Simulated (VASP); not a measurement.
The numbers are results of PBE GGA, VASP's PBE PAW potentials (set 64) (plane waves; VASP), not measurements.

A VASP calculation is set up with these files.

### POSCAR
```
SrTiO3
1
    3.9815640000     0.0000000000     0.0000000000
    0.0000000000     3.9815640000     0.0000000000
    0.0000000000     0.0000000000     3.9815640000
Sr Ti O
1 1 3
Direct
  0.0000000000   0.0000000000   0.0000000000
  0.5000000000   0.5000000000   0.5000000000
  0.5000000000   0.0000000000   0.5000000000
  0.0000000000   0.5000000000   0.5000000000
  0.5000000000   0.5000000000   0.0000000000
```

KPOINTS:
```
Automatic mesh
0
Gamma
11 11 11
0 0 0
```

INCAR:
```
SYSTEM = SrTiO3
PREC = Accurate; ENCUT = 560; LREAL = F
LASPH = T
EDIFF = 1E-09; NELM = 100; ALGO = Normal
LMAXMIX = 4
ISMEAR = 0; SIGMA = 0.01
GGA = PE
ISIF = 2
LWAVE = F; LCHARG = F
```

POTCAR, in this order: Sr_sv Ti_sv O (PBE.64 set). Program: vasp_std.

Question: Estimate the energy per atom (σ→0), pressure.

Answer: 
```yaml
energy per atom (σ→0): -8.016 eV/atom
pressure: -49.0 kbar
```

**OSZICAR**
```
...
DAV:  18    -0.400785524678E+02    0.43247E-07   -0.26781E-07  3480   0.376E-03    0.161E-03
DAV:  19    -0.400785524242E+02    0.43579E-07   -0.13695E-08  4024   0.984E-04    0.142E-03
DAV:  20    -0.400785524377E+02   -0.13465E-07   -0.35184E-08  3552   0.208E-03    0.294E-04
DAV:  21    -0.400785524463E+02   -0.85911E-08   -0.28579E-09  2592   0.477E-04    0.940E-05
DAV:  22    -0.400785524557E+02   -0.94951E-08   -0.33456E-10  1536   0.202E-04    0.427E-05
DAV:  23    -0.400785524528E+02    0.29295E-08   -0.12776E-10  1456   0.931E-05    0.204E-05
DAV:  24    -0.400785524535E+02   -0.72987E-09   -0.50454E-11  1464   0.541E-05
   1 F= -.40078552E+02 E0= -.40078552E+02  d E =-.458202-163
```

The structure comes from a computed database's SrTiO3 entry; how it stands against other phases isn't given here. The cell was not relaxed at this level. The run is one of a series of settings (EDIFF = 1E-09, ENCUT = 560, KPOINTS 11×11×11 Γ-centred mesh against the base run), some of them coarse on purpose.
